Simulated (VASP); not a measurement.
Level of theory: PBEsol GGA, VASP's PBE PAW potentials (set 64) (plane waves; VASP).

VASP ran on this input.

File POSCAR:
```
CoSi2(111) slab
1.0
  3.7569696099   0.0000000000   0.0000000000
 -1.8784848049   3.2536311683   0.0000000000
  0.0000000000   0.0000000000  24.0715709690
Si Co
6 3
direct
  0.6666670000   0.3333330000   0.3407070000
  0.3333330000   0.6666670000   0.4681410000
  0.0000000000   0.0000000000   0.4044240000
  0.0000000000   0.0000000000   0.5955760000
  0.6666670000   0.3333330000   0.5318590000
  0.3333330000   0.6666670000   0.6592930000
  0.3333330000   0.6666670000   0.3725650000
  0.0000000000   0.0000000000   0.5000000000
  0.6666670000   0.3333330000   0.6274350000
```

### INCAR
```
LDIPOL=.True.
NSW=50   # most ionic steps
NELM=100   # most electronic steps
ALGO=Normal   # blocked Davidson
NELMIN=4
EDIFF=1E-5   # SCF stop (eV)
GGA=PS   # PBEsol
LREAL=.False.
LWAVE=.True.
SYSTEM=CoSi2(111) slab
EDIFFG=-0.03   # ionic stop
PREC=Normal
DIPOL=0.5 0.5 0.5
SIGMA=0.1   # width (eV)
IBRION=2
IDIPOL=3
ISIF=2
LMAXMIX=4   # l cut-off of mixed one-centre charges
LASPH=.True.   # aspherical one-centre terms
ENCUT=400   # plane-wave cut-off (eV)
LCHARG=.False.
ISMEAR=1   # Methfessel-Paxton
```

File KPOINTS:
```
Automatic mesh
0
Gamma
  9 9 1
0 0 0
```

POTCAR, in this order: Si Co (PBE.64 set). Program: vasp_std.

The run wrote:

### OSZICAR
```
       N       E                     dE             d eps       ncg     rms          rms(c)
DAV:   1     0.316980728787E+03    0.31698E+03   -0.17269E+04   720   0.117E+03
DAV:   2    -0.362772154337E+02   -0.35326E+03   -0.34358E+03   780   0.322E+02
DAV:   3    -0.643750115626E+02   -0.28098E+02   -0.27438E+02   850   0.119E+02
DAV:   4    -0.656213591225E+02   -0.12463E+01   -0.12380E+01  1020   0.239E+01
DAV:   5    -0.656690812315E+02   -0.47722E-01   -0.47658E-01  1114   0.383E+00    0.258E+01
DAV:   6    -0.781788674475E+02   -0.12510E+02   -0.22357E+02  1072   0.183E+02    0.349E+01
DAV:   7    -0.598372416135E+02    0.18342E+02   -0.10160E+02  1094   0.154E+02    0.853E+00
DAV:   8    -0.611079695429E+02   -0.12707E+01   -0.14340E+01  1080   0.381E+01    0.997E+00
DAV:   9    -0.620327797793E+02   -0.92481E+00   -0.21838E+01  1108   0.695E+01    0.130E+01
DAV:  10    -0.601822065611E+02    0.18506E+01   -0.72867E+00  1120   0.468E+01    0.298E+00
DAV:  11    -0.601822699421E+02   -0.63381E-04   -0.59693E-01  1160   0.813E+00    0.191E+00
DAV:  12    -0.601790064687E+02    0.32635E-02   -0.90408E-02  1042   0.366E+00    0.124E+00
DAV:  13    -0.601703200818E+02    0.86864E-02   -0.41008E-02  1088   0.306E+00    0.567E-01
DAV:  14    -0.601695450140E+02    0.77507E-03   -0.49599E-03   996   0.807E-01    0.439E-01
DAV:  15    -0.601694835191E+02    0.61495E-04   -0.17555E-03  1006   0.480E-01    0.267E-01
DAV:  16    -0.601697643506E+02   -0.28083E-03   -0.19701E-03  1098   0.407E-01    0.794E-02
DAV:  17    -0.601700920820E+02   -0.32773E-03   -0.34472E-04  1050   0.181E-01    0.724E-02
DAV:  18    -0.601703084970E+02   -0.21642E-03   -0.14733E-04  1066   0.184E-01    0.418E-02
DAV:  19    -0.601704689730E+02   -0.16048E-03   -0.20360E-04  1012   0.158E-01    0.349E-02
DAV:  20    -0.601705071017E+02   -0.38129E-04   -0.25611E-05   588   0.410E-02    0.308E-02
DAV:  21    -0.601705535298E+02   -0.46428E-04   -0.16672E-05   530   0.499E-02    0.171E-02
DAV:  22    -0.601705871996E+02   -0.33670E-04   -0.12176E-05   522   0.336E-02    0.665E-03
DAV:  23    -0.601706053141E+02   -0.18114E-04   -0.96844E-06   506   0.210E-02    0.503E-03
DAV:  24    -0.601706205538E+02   -0.15240E-04   -0.28843E-06   438   0.190E-02    0.389E-03
DAV:  25    -0.601706322514E+02   -0.11698E-04   -0.97319E-07   420   0.829E-03    0.502E-03
DAV:  26    -0.601706515654E+02   -0.19314E-04   -0.12212E-06   450   0.122E-02    0.324E-03
DAV:  27    -0.601706618414E+02   -0.10276E-04   -0.72550E-07   438   0.765E-03    0.125E-03
DAV:  28    -0.601706658238E+02   -0.39824E-05   -0.38860E-07   432   0.466E-03
   1 F= -.60170666E+02 E0= -.60168454E+02  d E =-.601707E+02
       N       E                     dE             d eps       ncg     rms          rms(c)
DAV:   1    -0.602106981620E+02   -0.40036E-01   -0.42056E+00   720   0.111E+01    0.476E-01
DAV:   2    -0.602386244729E+02   -0.27926E-01   -0.22270E-01  1124   0.859E+00    0.158E+00
DAV:   3    -0.602131152892E+02    0.25509E-01   -0.12485E-01  1132   0.732E+00    0.260E-01
DAV:   4    -0.602134448253E+02   -0.32954E-03   -0.12787E-02  1058   0.118E+00    0.257E-01
DAV:   5    -0.602128445988E+02    0.60023E-03   -0.54527E-03  1090   0.948E-01    0.137E-01
DAV:   6    -0.602127256904E+02    0.11891E-03   -0.10171E-03  1134   0.509E-01    0.851E-02
DAV:   7    -0.602126679939E+02    0.57696E-04   -0.45269E-04  1100   0.394E-01    0.115E-02
DAV:   8    -0.602126738936E+02   -0.58997E-05   -0.22604E-05   564   0.496E-02
   2 F= -.60212674E+02 E0= -.60210712E+02  d E =-.420081E-01
       N       E                     dE             d eps       ncg     rms          rms(c)
DAV:   1    -0.602264653784E+02   -0.13797E-01   -0.53278E+00   720   0.125E+01    0.530E-01
DAV:   2    -0.602631823059E+02   -0.36717E-01   -0.28139E-01  1126   0.967E+00    0.181E+00
DAV:   3    -0.602298871045E+02    0.33295E-01   -0.15749E-01  1140   0.829E+00    0.298E-01
DAV:   4    -0.602302865360E+02   -0.39943E-03   -0.16711E-02  1052   0.135E+00    0.289E-01
DAV:   5    -0.602295119489E+02    0.77459E-03   -0.64197E-03  1074   0.103E+00    0.156E-01
DAV:   6    -0.602293584052E+02    0.15354E-03   -0.13708E-03  1134   0.609E-01    0.101E-01
DAV:   7    -0.602292736400E+02    0.84765E-04   -0.59815E-04  1118   0.450E-01    0.128E-02
DAV:   8    -0.602292867817E+02   -0.13142E-04   -0.33244E-05   710   0.529E-02    0.543E-03
DAV:   9    -0.602293016764E+02   -0.14895E-04   -0.41509E-06   426   0.147E-02    0.259E-03
DAV:  10    -0.602293130619E+02   -0.11385E-04   -0.14235E-06   420   0.110E-02    0.154E-03
DAV:  11    -0.602293246908E+02   -0.11629E-04   -0.97948E-07   420   0.668E-03    0.855E-04
DAV:  12    -0.602293331265E+02   -0.84357E-05   -0.70263E-07   414   0.450E-03
   3 F= -.60229333E+02 E0= -.60228573E+02  d E =-.586673E-01
       N       E                     dE             d eps       ncg     rms          rms(c)
DAV:   1    -0.602319821678E+02   -0.26575E-02   -0.20955E-01   726   0.260E+00    0.164E-01
DAV:   2    -0.602359018594E+02   -0.39197E-02   -0.30399E-02  1082   0.315E+00    0.600E-01
DAV:   3    -0.602326360788E+02    0.32658E-02   -0.11602E-02  1128   0.223E+00    0.122E-01
DAV:   4    -0.602326378858E+02   -0.18070E-05   -0.74379E-04   892   0.238E-01    0.917E-02
DAV:   5    -0.602326592731E+02   -0.21387E-04   -0.76195E-04  1116   0.351E-01    0.822E-02
DAV:   6    -0.602325934830E+02    0.65790E-04   -0.55851E-04  1092   0.306E-01    0.238E-02
DAV:   7    -0.602325901799E+02    0.33030E-05   -0.26027E-05   510   0.613E-02
   4 F= -.60232590E+02 E0= -.60231692E+02  d E =-.325705E-02
       N       E                     dE             d eps       ncg     rms          rms(c)
DAV:   1    -0.602326089123E+02   -0.15429E-04   -0.19690E-03   726   0.258E-01    0.185E-02
DAV:   2    -0.602326566578E+02   -0.47746E-04   -0.35560E-04  1084   0.351E-01    0.678E-02
DAV:   3    -0.602326142345E+02    0.42423E-04   -0.15773E-04  1020   0.261E-01    0.109E-02
DAV:   4    -0.602326149563E+02   -0.72176E-06   -0.67069E-06   420   0.238E-02
   5 F= -.60232615E+02 E0= -.60231701E+02  d E =-.328183E-02
       N       E                     dE             d eps       ncg     rms          rms(c)
DAV:   1    -0.602328584594E+02   -0.24422E-03   -0.29119E-02   720   0.902E-01    0.306E-02
DAV:   2    -0.602329490776E+02   -0.90618E-04   -0.79322E-04  1084   0.456E-01    0.858E-02
DAV:   3    -0.602328843609E+02    0.64717E-04   -0.37879E-04  1076   0.397E-01    0.210E-02
DAV:   4    -0.602328824808E+02    0.18801E-05   -0.35263E-05   626   0.925E-02
   6 F= -.60232882E+02 E0= -.60231951E+02  d E =-.267524E-03
       N       E                     dE             d eps       ncg     rms          rms(c)
DAV:   1    -0.602332162744E+02   -0.33191E-03   -0.26137E-01   720   0.271E+00    0.964E-02
DAV:   2    -0.602340931632E+02   -0.87689E-03   -0.75077E-03  1100   0.143E+00    0.272E-01
DAV:   3    -0.602334438423E+02    0.64932E-03   -0.36220E-03  1100   0.123E+00    0.630E-02
DAV:   4    -0.602334277779E+02    0.16064E-04   -0.31821E-04  1114   0.227E-01    0.453E-02
DAV:   5    -0.602334346119E+02   -0.68340E-05   -0.32713E-04  1078   0.224E-01    0.536E-02
DAV:   6    -0.602334086717E+02    0.25940E-04   -0.16293E-04  1010   0.158E-01    0.124E-02
DAV:   7    -0.602334069762E+02    0.16955E-05   -0.10736E-05   396   0.286E-02
   7 F= -.60233407E+02 E0= -.60232424E+02  d E =-.792020E-03
```

**OUTCAR**
```
------------------------ aborting loop because EDIFF is reached ----------------------------------------
  FORCE on cell =-STRESS in cart. coord.  units (eV):
  Direction    XX          YY          ZZ          XY          YZ          ZX
  --------------------------------------------------------------------------------------
  Total       -3.7008475     -3.7008476      0.0512580     -0.0000000      0.0000000     -0.0000000
  in kB      -20.1512196    -20.1512202      0.2791015     -0.0000000      0.0000000     -0.0000000
  external PRESSURE =     -13.3411128 kB  Pullay stress =       0.0000000 kB
  volume of cell :      294.25
      direct lattice vectors                 reciprocal lattice vectors
     3.756969610  0.000000000  0.000000000     0.266171969  0.153674456  0.000000000
    -1.878484805  3.253631168  0.000000000     0.000000000  0.307348912  0.000000000
     0.000000000  0.000000000 24.071570969     0.000000000  0.000000000  0.041542781
 POSITION                                       TOTAL-FORCE (eV/Angst)
 -----------------------------------------------------------------------------------
      1.87849      1.08454      8.23926         0.000000      0.000000     -0.022059
     -0.00000      2.16909     11.21116         0.000000      0.000000      0.000066
     -0.00000      0.00000      9.73322         0.000000     -0.000000      0.002743
      0.00000      0.00000     14.33835         0.000000      0.000000     -0.002743
      1.87849      1.08454     12.86041         0.000000     -0.000000     -0.000066
     -0.00000      2.16909     15.83231        -0.000000     -0.000000      0.022059
     -0.00000      2.16909      8.91729        -0.000000     -0.000000     -0.011402
      0.00000      0.00000     12.03579         0.000000      0.000000      0.000000
      1.87849      1.08454     15.15428         0.000000      0.000000      0.011402
 -----------------------------------------------------------------------------------
    total drift:                                0.000000      0.000000      0.000000
  FREE ENERGIE OF THE ION-ELECTRON SYSTEM (eV)
  ---------------------------------------------------
  free  energy   TOTEN  =       -60.2334069762 eV

  energy  without entropy=      -60.2304574160  energy(sigma->0) =      -60.23242379

 reached required accuracy - stopping structural energy minimisation
```
(Selected blocks of OUTCAR.)

**CONTCAR**
```
CoSi2(111) slab
   1.00000000000000
     3.7569696099000001    0.0000000000000000    0.0000000000000000
    -1.8784848049000000    3.2536311683000001    0.0000000000000000
     0.0000000000000000    0.0000000000000000   24.0715709689999997
  Si              Co
     6     3
Direct
     0.6666669999999968    0.3333330000000032    0.3422818626742367
     0.3333330000000032    0.6666669999999968    0.4657427971044266
     0.0000000000000000    0.0000000000000000    0.4043449293817354
     0.0000000000000000    0.0000000000000000    0.5956550706182645
     0.6666669999999968    0.3333330000000032    0.5342572028955732
     0.3333330000000032    0.6666669999999968    0.6577181373257633
     0.3333330000000032    0.6666669999999968    0.3704491131643212
     0.0000000000000000    0.0000000000000000    0.5000000000000000
     0.6666669999999968    0.3333330000000032    0.6295508868356788
```

### OUTCAR
```
 val. band max:        0.6461406198   @ k =   0.2222   0.0000   0.0000

 cond. band min:       0.6697721980   @ k =   0.2222   0.1111   0.0000


 Fermi energy:         0.6627355758

 k-point     1 :       0.0000    0.0000    0.0000
  band No.  band energies     occupation
      1     -12.1375      2.00000
      2     -11.1789      2.00000
      3      -9.5050      2.00000
      4      -7.1835      2.00000
      5      -4.9485      2.00000
      6      -3.2009      2.00000
      7      -3.2009      2.00000
      8      -2.9563      2.00000
      9      -2.9563      2.00000
     10      -2.8139      2.00000
     11      -2.8139      2.00000
     12      -2.3484      2.00000
     13      -2.0656      2.00000
     14      -1.2504      2.00000
     15      -1.2504      2.00000
     16      -1.0720      2.00000
     17      -1.0720      2.00000
     18      -1.0078      2.00000
     19      -0.7904      2.00000
     20      -0.7904      2.00000
     21       0.5624      2.05084
     22       1.0992     -0.00000
     23       1.0992     -0.00000
     24       2.4660     -0.00000
     25       2.4660     -0.00000
     26       2.7326      0.00000
     27       3.3181      0.00000
     28       3.6270      0.00000
     29       3.7394      0.00000
     30       3.7899      0.00000

 k-point     2 :       0.1111    0.0000    0.0000
  band No.  band energies     occupation
      1     -11.9694      2.00000
      2     -11.0138      2.00000
      3      -9.3386      2.00000
      4      -7.0753      2.00000
      5      -4.9388      2.00000
      6      -3.6788      2.00000
      7      -3.2517      2.00000
      8      -3.1959      2.00000
      9      -2.9959      2.00000
     10      -2.9237      2.00000
     11      -2.6844      2.00000
     12      -2.1258      2.00000
     13      -2.0169      2.00000
     14      -1.5849      2.00000
     15      -1.4179      2.00000
     16      -1.2550      2.00000
     17      -1.0087      2.00000
     18      -0.9350      2.00000
...
```

The cell is a thin slab with vacuum, built from CoSi2 (fluorite): (111) face. The run is not spin-polarised, so no magnetic state was tried.
